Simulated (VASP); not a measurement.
# SiMo3 with r2SCAN + rVV10: from relaxation to properties

What structure does SiMo3 take at this level, and what are its properties? The steps: relaxing cell and atoms (r2SCAN + rVV10), density, ELF and potential (r2SCAN + rVV10), band structure (r2SCAN + rVV10), density of states (r2SCAN + rVV10), vibrations at Γ (r2SCAN + rVV10), electric field gradients (r2SCAN + rVV10) and a single point (r2SCAN + rVV10), changed input. The start is a cell from a database of measured crystal structures.

Program: VASP 6.6.1. Level of theory: r2SCAN with rVV10; plane waves and PAW (Si, Mo_sv). Results are calculated unless marked as measured.

Report form: the programs' logs are mostly left out.

## 1. The structure

Before any relaxation, the start is as follows. Symmetry: Pm-3n, No. 223, cubic system. The conventional cell has a = 4.889 Å, b = 4.889 Å, c = 4.889 Å, α = 90.00°, β = 90.00°, γ = 90.00°. Nearest to Si lie 12 Mo at 2.73 Å. Nearest to Mo lie 2 Mo at 2.44 Å and 4 Si at 2.73 Å. Farther neighbours are not listed.

As a file:

```cif
data_structure
_symmetry_space_group_name_H-M 'Pm-3n'
_symmetry_Int_Tables_number 223
_cell_length_a 4.8890
_cell_length_b 4.8890
_cell_length_c 4.8890
_cell_angle_alpha 90.000
_cell_angle_beta 90.000
_cell_angle_gamma 90.000
_cell_volume 116.86
loop_
_atom_site_label
_atom_site_type_symbol
_atom_site_symmetry_multiplicity
_atom_site_Wyckoff_symbol
_atom_site_fract_x
_atom_site_fract_y
_atom_site_fract_z
_atom_site_occupancy
Si1 Si 2 a 0.00000 0.00000 0.00000 1
Mo1 Mo 6 c 0.25000 0.00000 0.50000 1
```

## 2. Relaxing cell and atoms (r2SCAN + rVV10)

The start need not lie at this functional's minimum. ISIF = 3 frees volume, shape and positions, and EDIFFG sets the threshold on forces and stress at which the search stops. r2SCAN adds the kinetic-energy density, costs more than a GGA and is run with LASPH. LUSE_VDW switches on a nonlocal correlation term for dispersion.

Input file INCAR:

```
SYSTEM = SiMo3
PREC = Accurate
ENCUT = 400
EDIFF = 1E-06
NELM = 100
ISMEAR = 1
SIGMA = 0.2
LREAL = .FALSE.
ALGO = Normal
METAGGA = R2SCAN
LUSE_VDW = .TRUE.
IVDW_NL = 2
BPARAM = 11.95
CPARAM = 0.0093
LASPH = .TRUE.
NBANDS = 57
LORBIT = 11
LWAVE = .FALSE.
LCHARG = .FALSE.
KPAR = 4
IBRION = 2
NSW = 60
ISIF = 3
EDIFFG = -0.01
```

Input file POSCAR:

```
SiMo3
1.0
    4.8890000000      0.0000000000      0.0000000000
    0.0000000000      4.8890000000      0.0000000000
    0.0000000000      0.0000000000      4.8890000000
Si Mo
2 6
Direct
    0.0000000000      0.0000000000      0.0000000000
    0.5000000000      0.5000000000      0.5000000000
    0.2500000000      0.0000000000      0.5000000000
    0.5000000000      0.7500000000      0.0000000000
    0.7500000000      0.0000000000      0.5000000000
    0.5000000000      0.2500000000      0.0000000000
    0.0000000000      0.5000000000      0.7500000000
    0.0000000000      0.5000000000      0.2500000000
```

Input file KPOINTS:

```
Automatic mesh
0
Gamma
6 6 6
0 0 0
```

Potentials, in the order of the species: Si and Mo_sv (PBE family, release 64).

On the command line:

```console
$ mpirun -np 4 vasp_std
```

The job ended after 2.7 min (4 MPI ranks of Intel Xeon Platinum 8488C (Sapphire Rapids), shared host; peak memory 1.4 GiB).

The PAW data sets were made with PBE, which is usual practice but a small mismatch for other functionals. The run keeps the 48 symmetry operations of its start, so it cannot find a distortion of lower symmetry.

The steps of the relaxation:

```tsv
step	energy less that of the first step (eV)	largest force (eV/Å)	pressure (GPa)	volume (Å³)
1	0.0000	0.0000	-1.63	116.86
2	0.0205	0.0000	4.38	114.37
3	-0.0036	0.0000	-0.02	116.16
```

```tsv
conventional cell, symmetrised	before	after	change
a (Å)	4.889	4.879	-0.2 %
b (Å)	4.889	4.879	-0.2 %
c (Å)	4.889	4.879	-0.2 %
volume (Å³/atom)	14.61	14.52	-0.6 %
```

Final coordinates:

```
Si Mo
1.0
     4.87920    0.00000    0.00000
     0.00000    4.87920    0.00000
     0.00000    0.00000    4.87920
Si Mo
2 6
Direct
  0.00000 0.00000 0.00000
  0.50000 0.50000 0.50000
  0.25000 0.00000 0.50000
  0.50000 0.75000 0.00000
  0.75000 0.00000 0.50000
  0.50000 0.25000 0.00000
  0.00000 0.50000 0.75000
  0.00000 0.50000 0.25000
```

Numbers from this step:

| Property | Result |
| --- | --- |
| electrons | 92 |
| bands | 57 |
| irreducible k-points | 20 |
| symmetry operations | 48 |
| free energy (TOTEN) | -175.1776 eV |
| energy at zero smearing | -175.1764 eV |
| Fermi energy | 12.86 eV |
| pressure | -0.01540 GPa |
| metallic | yes |
| SCF cycles over all ionic steps | 33 |

It ends with forces that vanish by symmetry and a pressure of -0.02 GPa. The volume lies -0.6 % from that of the database's start, which holds the thermal and zero-point expansion of its experiment.

## 3. Density, ELF and potential (r2SCAN + rVV10)

A single point on the relaxed cell gives a clean self-consistent state, with density, ELF and potential written out.

Edit INCAR of step 2 so:

```diff
@@ -18,7 +18,5 @@
 LWAVE = .FALSE.
-LCHARG = .FALSE.
-KPAR = 4
-IBRION = 2
-NSW = 60
-ISIF = 3
-EDIFFG = -0.01
+LCHARG = .TRUE.
+ISIF = 2
+LELF = .TRUE.
+LVHAR = .TRUE.
```

Edit POSCAR of step 2 so:

```diff
@@ -2,5 +2,5 @@
 1.0
-    4.8890000000      0.0000000000      0.0000000000
-    0.0000000000      4.8890000000      0.0000000000
-    0.0000000000      0.0000000000      4.8890000000
+    4.8791986956      0.0000000000      0.0000000000
+    0.0000000000      4.8791986956      0.0000000000
+    0.0000000000      0.0000000000      4.8791986956
 Si Mo
```

KPOINTS is that of step 2.

On the command line:

```console
$ mpirun -np 4 vasp_std
```

Elapsed: 46 s, on 4 MPI ranks; peak memory 0.77 GiB.

Numbers from this step:

| Property | Result |
| --- | --- |
| SCF cycles | 14 |
| bands | 60 |
| free energy (TOTEN) | -175.1750 eV |
| energy at zero smearing | -175.1739 eV |
| pressure | -0.02173 GPa |

Valence electrons inside each PAW sphere by angular momentum. Sphere charges, by row:

```tsv
atom	s (e)	p (e)	d (e)	tot (e)
Si1	0.7	0.914	0	1.614
Si2	0.7	0.914	0	1.614
Mo3	2.33	6.209	4.056	12.6
Mo4	2.33	6.209	4.056	12.6
Mo5	2.33	6.209	4.056	12.6
Mo6	2.33	6.209	4.056	12.6
Mo7	2.33	6.209	4.056	12.6
Mo8	2.33	6.209	4.056	12.6
```

ELF in the ac plane at fractional y = 0.000, with atoms of Si and Mo within 0.2 Å of it. It is the smooth field of the valence electrons, not physical close to the nuclei.

Ten even steps from '_' (0.06) to '@' (0.70), each cell a mean:
```
..==%%%%**==------++##@@##::
##%%%%##**++======++##%%%%##
@@##++====++++**++======**%%
**--::------==++------::::==
==--**@@%%++------##@@%%++--
==##@@##%%@@++==**@@##%%@@++
==%%@@++##@@++==##@@++##@@++
--++@@@@@@##----++@@@@@@##==
==::--**++----==--==**++----
%%++--::--==++**++----::==**
@@%%##**++++++++++++**##%%%%
--**@@%%**==----==++##@@%%++
__--%%@@**==----====##@@**..
```
Columns run along a (4.9 Å), rows up along c (4.9 Å). Atoms in or near the plane, at fractional coordinates: Si at (0.00, 0.00), Mo at (0.25, 0.50), Mo at (0.75, 0.50).

Electrostatic potential energy in the ac plane at fractional y = 0.000, with atoms of Si and Mo within 0.2 Å of it. With pseudopotentials it is smooth inside the atoms' cores, unlike the true potential.

Values in eV, 13 rows by 14 columns, each cell a mean:
```
-77 -60 -19  -4  -1  -3  -5  -5  -4  -2  -1  -8 -36 -73
-38 -22  -7  -1   0  -1  -3  -3  -2   0   0  -3 -12 -31
 -7  -5  -3  -1  -1   0   0   0   0   0  -1  -2  -4  -6
 -2  -4 -10 -15 -13  -6  -1   0  -2  -9 -15 -14  -7  -2
 -4 -16 -36 -46 -44 -27  -8  -4 -15 -36 -46 -43 -28  -8
 -8 -32 -55 -65 -63 -46 -19  -9 -31 -56 -65 -62 -46 -20
-10 -35 -58 -69 -66 -49 -22 -11 -34 -59 -69 -66 -50 -22
 -6 -24 -47 -57 -55 -38 -14  -6 -23 -47 -57 -54 -38 -14
 -2  -8 -21 -30 -28 -14  -3  -2  -7 -21 -30 -28 -15  -4
 -3  -3  -4  -5  -4  -1   0   0   0  -2  -4  -4  -3  -3
-17 -10  -4  -1   0   0  -1  -1  -1   0   0  -2  -6 -14
-65 -43 -13  -2   0  -2  -4  -4  -3  -1  -1  -5 -23 -57
-77 -68 -25  -4  -1  -4  -5  -6  -4  -2  -2  -9 -44 -77
```
Columns run along a (4.9 Å; values clipped at the 3rd and 97th percentile), rows up along c (4.9 Å). Atoms in or near the plane, at fractional coordinates: Si at (0.00, 0.00), Mo at (0.25, 0.50), Mo at (0.75, 0.50).

Valence density in the ac plane at fractional y = 0.000, with atoms of Si and Mo within 0.2 Å of it. It is the smooth field of the valence electrons, not physical close to the nuclei.

Ten even steps from '_' (-0.1 e/Å³) to '@' (7.2 e/Å³), each cell a mean:
```
____________________________
____________________________
____________________________
______..____________..______
__..::==--..____..::==--..__
__::**@@%%==..__::**@@%%==..
..::##@@@@++....::##@@@@++..
__..==****::..__..==****--..
____..::..________..::....__
____________________________
____________________________
____________________________
____________________________
```
Columns run along a (4.9 Å), rows up along c (4.9 Å). Atoms in or near the plane, at fractional coordinates: Si at (0.00, 0.00), Mo at (0.25, 0.50), Mo at (0.75, 0.50).

In this run the pressure is -0.02 GPa, small enough to go on.

## 4. Band structure (r2SCAN + rVV10)

Levels along the symmetry lines show where the bands peak and cross; KPOINTS_OPT computes them in the converged potential.

Edit INCAR of step 3 so:

```diff
@@ -15,8 +15,6 @@
 LASPH = .TRUE.
-NBANDS = 57
+NBANDS = 69
 LORBIT = 11
 LWAVE = .FALSE.
-LCHARG = .TRUE.
-ISIF = 2
-LELF = .TRUE.
-LVHAR = .TRUE.
+LCHARG = .FALSE.
+KPAR = 4
```

POSCAR is that of step 3.

KPOINTS is that of step 3.

Input file KPOINTS_OPT:

```
Line mode
12
Line-mode
Reciprocal
  0.00000000   0.00000000   0.00000000 GAMMA
  0.00000000   0.50000000   0.00000000 X

  0.00000000   0.50000000   0.00000000 X
  0.50000000   0.50000000   0.00000000 M

  0.50000000   0.50000000   0.00000000 M
  0.00000000   0.00000000   0.00000000 GAMMA

  0.00000000   0.00000000   0.00000000 GAMMA
  0.50000000   0.50000000   0.50000000 R

  0.50000000   0.50000000   0.50000000 R
  0.00000000   0.50000000   0.00000000 X

  0.50000000   0.50000000   0.00000000 M
  0.50000000   0.50000000   0.50000000 R
```

On the command line:

```console
$ mpirun -np 4 vasp_std
```

It took 2.3 min on 4 MPI ranks; peak memory 1.4 GiB.

Spin-orbit coupling is off here; it would split degenerate levels.

This step gave:

| Item | Value |
| --- | --- |
| bands | 69 |
| pressure | -0.02706 GPa |

The electronic bands at the labelled points (eV, zero at the Fermi level; # counts the bands kept):

```tsv
point	#17	#18	#19	#20	#21	#22	#23	#24
Γ	-1.68	-1.68	1.37	1.37	1.37	2.37	2.52	2.52
0.55 of the way	-1.55	-1.42	0.15	1.01	1.01	1.83	2.00	2.19
X	-1.84	-1.84	0.23	0.23	1.01	1.01	1.63	1.63
0.55 of the way	-1.76	-1.50	-0.28	-0.10	0.09	0.27	0.39	0.62
M	-1.18	-0.98	-0.98	-0.88	-0.75	-0.50	-0.17	0.23
0.45 of the way	-1.72	-1.33	-0.40	0.27	0.72	0.89	1.46	1.58
Γ	-1.68	-1.68	1.37	1.37	1.37	2.37	2.52	2.52
0.45 of the way	-1.66	-1.66	-0.33	-0.33	1.13	1.13	1.53	1.67
R	-1.32	-1.32	-1.32	-1.32	-1.32	-1.32	1.34	1.34
0.45 of the way	-1.61	-1.61	-0.99	-0.99	-0.25	-0.25	1.20	1.20
X	-1.84	-1.84	0.23	0.23	1.01	1.01	1.63	1.63
jump to M	-1.18	-0.98	-0.98	-0.88	-0.75	-0.50	-0.17	0.23
0.55 of the way	-1.47	-1.45	-1.12	-1.12	-0.91	-0.73	0.60	1.02
R	-1.32	-1.32	-1.32	-1.32	-1.32	-1.32	1.34	1.34
```

Of the projections kept (Si, Mo), the largest for each band there; the rest of the weight can lie on other orbitals:

```tsv
point	#17	#18	#19	#20	#21	#22	#23	#24
Γ	Mo 1.00	Mo 1.00	Mo 1.00	Mo 1.00	Mo 1.00	Mo 0.51	Mo 1.00	Mo 1.00
X	Mo 0.98	Mo 0.98	Mo 0.98	Mo 0.98	Mo 1.00	Mo 1.00	Mo 1.00	Mo 1.00
M	Mo 1.00	Mo 1.00	Mo 1.00	Mo 0.81	Mo 1.00	Mo 0.90	Mo 1.00	Mo 0.99
Γ	Mo 1.00	Mo 1.00	Mo 1.00	Mo 1.00	Mo 1.00	Mo 0.51	Mo 1.00	Mo 1.00
R	Mo 0.97	Mo 0.97	Mo 0.97	Mo 0.97	Mo 0.97	Mo 0.97	Mo 0.99	Mo 0.99
X	Mo 0.98	Mo 0.98	Mo 0.98	Mo 0.98	Mo 1.00	Mo 1.00	Mo 1.00	Mo 1.00
```

There is no gap at this level.

## 5. Density of states (r2SCAN + rVV10)

A density of states needs more k-points than a total energy; ISMEAR = -5 takes tetrahedra, and LORBIT projects the states on the PAW spheres. The mesh is finer than in the run before.

Edit INCAR of step 4 so:

```diff
@@ -5,3 +5,3 @@
 NELM = 100
-ISMEAR = 1
+ISMEAR = -5
 SIGMA = 0.2
@@ -20 +20,2 @@
 KPAR = 4
+NEDOS = 2001
```

POSCAR is that of step 4.

Input file KPOINTS:

```
Automatic mesh
0
Gamma
8 8 8
0 0 0
```

On the command line:

```console
$ mpirun -np 4 vasp_std
```

Elapsed: 1.7 min, on 4 MPI ranks; peak memory 1.6 GiB; 6.7 min of CPU time.

With tetrahedra the forces and stress of a metal are not exact derivatives of the energy.

Numbers from this step:

| Quantity | Value |
| --- | --- |
| irreducible k-points | 35 |
| free energy (TOTEN) | -175.1912 eV |
| pressure | -0.06797 GPa |
| DOS at the Fermi level | 3.872 states/eV/cell |

The density of states has structure finer than the step of the table below, so its rows give means over 0.5 eV, whole bins alone (the curve runs from -12.0 to 1.05 eV). Peaks (eV: height): total -9.53: 11.3, -3.71: 13.0, -2.15: 13.8, -1.65: 15.3; Mo d -4.86: 4.77, -3.71: 8.29, -2.15: 8.63, -1.65: 9.76; Mo p -9.53: 0.429, -3.71: 0.585, -2.15: 0.728, -1.65: 0.880; Si p -6.17: 0.674, -5.35: 0.861, -4.44: 0.524, -3.87: 0.431; Mo s -9.53: 0.293, -6.17: 1.47, -5.35: 0.752, -3.71: 0.381.

States under -12.0 eV and over 1.1 eV are left out. Density of states against energy, zero at the Fermi level; means over each step; values in states/eV/cell:

```tsv
energy (eV)	total	Mo d	Mo p	Si p	Mo s	Si s
-11.5	2.9e-5	0	0	0	6.6e-6	7.8e-6
-11.0	0.232	0.00327	0.00233	3.5e-4	0.0472	0.0628
-10.5	0.763	0.0256	0.0168	0.00169	0.125	0.220
-10.0	1.83	0.150	0.0624	0.00337	0.177	0.576
-9.5	4.96	0.695	0.203	0.00274	0.160	1.68
-9.0	0.217	0.0246	0.0129	8.3e-5	0.00260	0.0776
-8.5	0	0	0	0	0	0
-8.0	0	0	0	0	0	0
-7.5	0	0	0	0	0	0
-7.0	0.0160	0.00332	2.9e-4	0.00167	0.00333	5.2e-5
-6.5	2.47	0.701	0.0529	0.234	0.468	0.0234
-6.0	4.62	1.22	0.150	0.449	0.903	0.0269
-5.5	5.02	2.16	0.147	0.487	0.437	0.00481
-5.0	7.91	3.88	0.243	0.704	0.459	0.00536
-4.5	5.83	3.23	0.188	0.485	0.208	0.00937
-4.0	8.04	5.44	0.258	0.318	0.234	0.0177
-3.5	9.54	6.26	0.460	0.254	0.266	0.0216
-3.0	5.18	3.45	0.246	0.120	0.112	0.00966
-2.5	5.77	3.89	0.270	0.0932	0.0956	0.0152
-2.0	8.99	6.03	0.395	0.149	0.0844	0.0161
-1.5	9.04	5.88	0.542	0.168	0.140	0.0266
-1.0	2.23	1.66	0.0827	0.0329	0.0104	0.00356
-0.5	3.48	2.54	0.145	0.0809	0.0272	0.00442
0.0	3.75	2.80	0.141	0.0745	0.0401	0.00528
0.5	3.92	2.98	0.135	0.0630	0.0411	0.00989
```

The finer mesh and the other smearing move the Fermi level by +0.00 eV from the 6×6×6 run, a small shift, which tests the Fermi level alone. Of the states within 0.3 eV of the Fermi level, the largest shares in the PAW spheres are Mo d 75 %. The rest lies in smaller channels or between the spheres.

## 6. Vibrations at Γ (r2SCAN + rVV10)

Zone-centre modes test whether the atoms sit at a minimum within this cell. IBRION = 6 takes the force constants from differences of forces between displaced cells, so the forces must be tight.

Input file INCAR:

```
SYSTEM = SiMo3
PREC = Accurate
ENCUT = 400
EDIFF = 1E-08
NELM = 100
ISMEAR = 1
SIGMA = 0.2
LREAL = .FALSE.
ALGO = Normal
METAGGA = R2SCAN
LUSE_VDW = .TRUE.
IVDW_NL = 2
BPARAM = 11.95
CPARAM = 0.0093
LASPH = .TRUE.
NBANDS = 57
LORBIT = 11
LWAVE = .FALSE.
LCHARG = .FALSE.
KPAR = 4
IBRION = 6
NFREE = 2
POTIM = 0.015
ISIF = 2
NSW = 1
```

POSCAR is that of step 5.

Input file KPOINTS:

```
Automatic mesh
0
Gamma
6 6 6
0 0 0
```

On the command line:

```console
$ mpirun -np 4 vasp_std
```

Elapsed: 13 min, on 4 MPI ranks; peak memory 2.3 GiB; 53 min of CPU time.

The last energy, forces, stress and levels in OUTCAR belong to the last displaced cell, not to the cell of POSCAR.

Numbers from this step:

- bands: 57
- irreducible k-points: 20
- pressure of the cell: -0.02645 GPa
- largest force of the cell: 0 eV/Å

Modes at Γ, with each element's share of the kinetic energy:

```tsv
mode	frequency (cm⁻¹)	symmetry	Si %	Mo %
1	-0.2	acoustic	9	91
2	-0.2	acoustic	9	91
3	-0.2	acoustic	9	91
4	143.4	T1u	2	98
5	143.4	T1u	2	98
6	143.4	T1u	2	98
7	191.6	T1g	0	100
8	191.6	T1g	0	100
9	191.6	T1g	0	100
10	197.4	T2u	16	84
11	197.4	T2u	16	84
12	197.4	T2u	16	84
13	216.5	T2g	0	100
14	216.5	T2g	0	100
15	216.5	T2g	0	100
16	260.8	A2g	0	100
17	287.6	Eg	0	100
18	287.6	Eg	0	100
19	320.7	T1u	89	11
20	320.7	T1u	89	11
21	320.7	T1u	89	11
22	344.2	T2u	84	16
23	344.2	T2u	84	16
24	344.2	T2u	84	16
```

Displacements in mode 5 (143.4 cm⁻¹), the largest set to 1:
```
Si1 -0.04  0.00 -0.32
Si2 -0.04  0.00 -0.32
Mo3  0.14 -0.01 -0.45
Mo4 -0.06  0.01 -0.45
Mo5  0.14 -0.01 -0.45
Mo6 -0.06  0.01 -0.45
Mo7 -0.06 -0.01  1.00
Mo8 -0.06 -0.01  1.00
```

Displacements in mode 22 (344.2 cm⁻¹), the largest set to 1:
```
Si1 -0.09 -0.18 -1.00
Si2  0.09  0.18  1.00
Mo3  0.00 -0.03  0.17
Mo4  0.01  0.00 -0.17
Mo5  0.00 -0.03  0.17
Mo6  0.01  0.00 -0.17
Mo7 -0.01  0.03  0.00
Mo8 -0.01  0.03  0.00
```

The three acoustic modes lie within 0.2 cm⁻¹ of zero, and all others are real. By the characters of their eigenvectors the optical modes sort into (cm⁻¹) Raman active: T2g 217, Eg 288; infrared active: T1u 143, T1u 321; silent: T1g 192, T2u 197, A2g 261, T2u 344. With a centre of inversion no mode is active in both.

## 7. Electric field gradients (r2SCAN + rVV10)

Field gradients probe how far the charge around each nucleus departs from cubic symmetry; LASPH keeps the non-spherical terms inside the spheres.

Edit INCAR of step 6 so:

```diff
@@ -3,3 +3,3 @@
 ENCUT = 400
-EDIFF = 1E-08
+EDIFF = 1E-07
 NELM = 100
@@ -20,6 +20,2 @@
 KPAR = 4
-IBRION = 6
-NFREE = 2
-POTIM = 0.015
-ISIF = 2
-NSW = 1
+LEFG = .TRUE.
```

POSCAR is that of step 6.

KPOINTS is that of step 6.

On the command line:

```console
$ mpirun -np 4 vasp_std
```

Elapsed: 79 s, on 4 MPI ranks; peak memory 1.4 GiB.

Numbers from this step:

| Quantity | Value |
| --- | --- |
| SCF cycles | 15 |
| free energy (TOTEN) | -175.1750 eV |
| pressure | -0.02588 GPa |

Electric field gradients, by row:

```tsv
atom	Vxx (V/Å²)	Vyy (V/Å²)	Vzz (V/Å²)	asymmetry
Si1	0	0	0	-
Si2	0	0	0	-
Mo3	-22.85	-22.85	45.71	0
Mo4	-22.85	-22.85	45.71	0
Mo5	-22.85	-22.85	45.71	0
Mo6	-22.85	-22.85	45.71	0
Mo7	-22.85	-22.85	45.71	0
Mo8	-22.85	-22.85	45.71	0
```

The largest gradient, 45.71 V/Å², sits on Mo3 and like sites; times the quadrupole moment of a nucleus that has one, it gives the coupling that NMR and NQR see.

## 8. A single point (r2SCAN + rVV10), changed input

A single point gives energy, forces and stress at these settings. Some settings are moved from the usual, to see what they do.

Edit INCAR of step 7 so:

```diff
@@ -2,4 +2,4 @@
 PREC = Accurate
-ENCUT = 400
-EDIFF = 1E-07
+ENCUT = 700
+EDIFF = 1E-06
 NELM = 100
@@ -20,2 +20,2 @@
 KPAR = 4
-LEFG = .TRUE.
+ISIF = 2
```

POSCAR is that of step 7.

Input file KPOINTS:

```
Automatic mesh
0
Gamma
2 2 2
0 0 0
```

On the command line:

```console
$ mpirun -np 4 vasp_std
```

Wall time 1.8 min (4 MPI ranks); peak memory 2.2 GiB; 6.9 min of CPU time.

The run converged; its settings lie outside those of the reference runs, so its numbers are set aside.

Against the sound run on this cell (electric field gradients (r2SCAN + rVV10)) the energy at zero smearing moves by +91.6 meV an atom and the pressure by +1.84 GPa.

Settings moved from the usual: k-mesh = 2×2×2 and ENCUT = 700.

The mesh holds 4 irreducible points against 20.

## 9. Outcome

```json
{
  "relaxed volume": "14.52 Å³/atom",
  "relaxed conventional cell a, b, c": "4.879, 4.879, 4.879 Å",
  "space group after relaxing, within 0.02 Å": "Pm-3n (No. 223)",
  "band gap": "none, a metal",
  "DOS at the Fermi level": "3.87 states/eV/cell",
  "highest zone-centre mode": "344 cm⁻¹",
  "largest field gradient Vzz": "45.71 V/Å² on Mo3"
}
```

What this shows: With r2SCAN + rVV10, SiMo3 relaxes to 14.52 Å³/atom in space group Pm-3n (held by the symmetry of the run) and comes out as a metal. Against the listed cell the volume lies -0.6 %. Band structure (r2SCAN + rVV10): Of the bands kept, 5 cross the Fermi level on this path. Vibrations at Γ (r2SCAN + rVV10): The highest mode in this list at Γ, 344.2 cm⁻¹, is mostly motion of Si (84 % of the kinetic energy). Spin-orbit coupling is left out; it would split some degenerate bands. Modes at Γ alone can't show that the crystal is stable at other wave vectors. No search among competing phases was made, and a listed structure need not be the one stable at ambient conditions. All values are for a static lattice at zero temperature.

[Lines on the potential files, build, host, timing and source positions are cut from VASP's logs without a mark.]

[Logs are printed without paths, hosts, clocks, repeated set-up lines and the standing remarks that a program may print on its own settings, such as how far it seeks lower states.]

[Hosts, paths, dates, database ids (printed as entryN), source tags and the programs' standing remarks are cut or masked in the printed files.]

[A measured line is paired with the nearest computed mode of its activity, which favours agreement.]
